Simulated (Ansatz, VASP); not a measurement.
One calculation of Li16TeS7 (a cell with a defect), two programs

INCAR

```
SYSTEM = Li16TeS7
PREC     = Accurate       ! precision mode
ENCUT    = 520            ! plane-wave cutoff, eV
EDIFF    = 1E-7           ! SCF threshold, eV
ISMEAR   = -1             ! smearing method
SIGMA    = 0.01           ! smearing width, eV
LREAL    = Auto         
LASPH    = .TRUE.         ! aspherical terms in the spheres
NELM     = 80             ! most SCF steps
ALGO     = Fast           ! electronic algorithm
ISIF     = 2              ! what is computed and relaxed
LWAVE    = .FALSE.        ! write WAVECAR
LCHARG   = .FALSE.        ! write CHGCAR
GGA      = PE             ! functional
IBRION   = 2              ! ionic algorithm
NSW      = 60             ! ionic steps
EDIFFG   = -0.03          ! ionic threshold
```

File KPOINTS:

```
Automatic mesh
0
G
  3 3 3
  0 0 0
```

File POSCAR:

```
Li16TeS7
1.0
    0.0000000000      5.6703356858      5.6703356858
    5.6703356858      0.0000000000      5.6703356858
    5.6703356858      5.6703356858      0.0000000000
Li Te S
16 1 7
Direct
    0.3750000000      0.3750000000      0.3750000000
    0.3750000000      0.3750000000      0.8750000000
    0.3750000000      0.8750000000      0.3750000000
    0.3750000000      0.8750000000      0.8750000000
    0.8750000000      0.3750000000      0.3750000000
    0.8750000000      0.3750000000      0.8750000000
    0.8750000000      0.8750000000      0.3750000000
    0.8750000000      0.8750000000      0.8750000000
    0.1250000000      0.1250000000      0.1250000000
    0.1250000000      0.1250000000      0.6250000000
    0.1250000000      0.6250000000      0.1250000000
    0.1250000000      0.6250000000      0.6250000000
    0.6250000000      0.1250000000      0.1250000000
    0.6250000000      0.1250000000      0.6250000000
    0.6250000000      0.6250000000      0.1250000000
    0.6250000000      0.6250000000      0.6250000000
    0.0000000000      0.0000000000      0.0000000000
    0.0000000000      0.0000000000      0.5000000000
    0.0000000000      0.5000000000      0.0000000000
    0.0000000000      0.5000000000      0.5000000000
    0.5000000000      0.0000000000      0.0000000000
    0.5000000000      0.0000000000      0.5000000000
    0.5000000000      0.5000000000      0.0000000000
    0.5000000000      0.5000000000      0.5000000000
```

Input for Ansatz:

```yaml
crystal:
  lattice:
    - [0.0, 5.6703356858, 5.6703356858]
    - [5.6703356858, 0.0, 5.6703356858]
    - [5.6703356858, 5.6703356858, 0.0]
  atoms:
    - { symbol: Li, position: [0.375, 0.375, 0.375] }
    - { symbol: Li, position: [0.375, 0.375, 0.875] }
    - { symbol: Li, position: [0.375, 0.875, 0.375] }
    - { symbol: Li, position: [0.375, 0.875, 0.875] }
    - { symbol: Li, position: [0.875, 0.375, 0.375] }
    - { symbol: Li, position: [0.875, 0.375, 0.875] }
    - { symbol: Li, position: [0.875, 0.875, 0.375] }
    - { symbol: Li, position: [0.875, 0.875, 0.875] }
    - { symbol: Li, position: [0.125, 0.125, 0.125] }
    - { symbol: Li, position: [0.125, 0.125, 0.625] }
    - { symbol: Li, position: [0.125, 0.625, 0.125] }
    - { symbol: Li, position: [0.125, 0.625, 0.625] }
    - { symbol: Li, position: [0.625, 0.125, 0.125] }
    - { symbol: Li, position: [0.625, 0.125, 0.625] }
    - { symbol: Li, position: [0.625, 0.625, 0.125] }
    - { symbol: Li, position: [0.625, 0.625, 0.625] }
    - { symbol: Te, position: [0.0, 0.0, 0.0] }
    - { symbol: S, position: [0.0, 0.0, 0.5] }
    - { symbol: S, position: [0.0, 0.5, 0.0] }
    - { symbol: S, position: [0.0, 0.5, 0.5] }
    - { symbol: S, position: [0.5, 0.0, 0.0] }
    - { symbol: S, position: [0.5, 0.0, 0.5] }
    - { symbol: S, position: [0.5, 0.5, 0.0] }
    - { symbol: S, position: [0.5, 0.5, 0.5] }
kpoints:
  mp_grid: { grid: [3, 3, 3] }
scf:
  occupations: { method: fermi_dirac, width: 0.01 }
hamiltonian:
  xc: pbe
  pseudopotentials: { kind: paw }
output:
  forces: true
  stress: true
  populations: true
  efg:
    quadrupole_moments_barn: { Li: -0.0401, S: -0.0694 }
    contact_densities: true
  write_density: true
  write_potential: true
  elf: true
  volumetric_format: npy
relax:
  f_tol: 0.03
  max_steps: 40
```

Alike in both runs: task relaxation of the atoms; functional PBE; k mesh 3 × 3 × 3; occupations fermi-dirac, width 0.01 eV; no spin polarisation.

```csv
,VASP,Ansatz
version,VASP 6.6.1,Ansatz 0.2.0
potentials or method,"VASP PAW PBE potentials, release 64 (Li_sv, Te, S)","plane-wave PAW, scalar-relativistic"
plane-wave cutoff (eV),520,420
valence electrons in the cell,96,106
```

VASP gave:

| Property | Result |
| --- | --- |
| gap on the k mesh at the Fermi level, each at its own relaxed structure (eV) | 2.58 |
| energy change over the relaxation (meV/atom) | -23 |

**Question.** What did Ansatz give for the same quantities?

**Answer.** gap on the k mesh at the Fermi level, each at its own relaxed structure (eV): 2.61; energy change over the relaxation (meV/atom): -23.

The two sets of potentials don't hold the same shells in valence. Ansatz warned: «gradients_without_spin_orbit».

Caveats: spin-orbit coupling is left out, which moves the levels of the heavy elements.
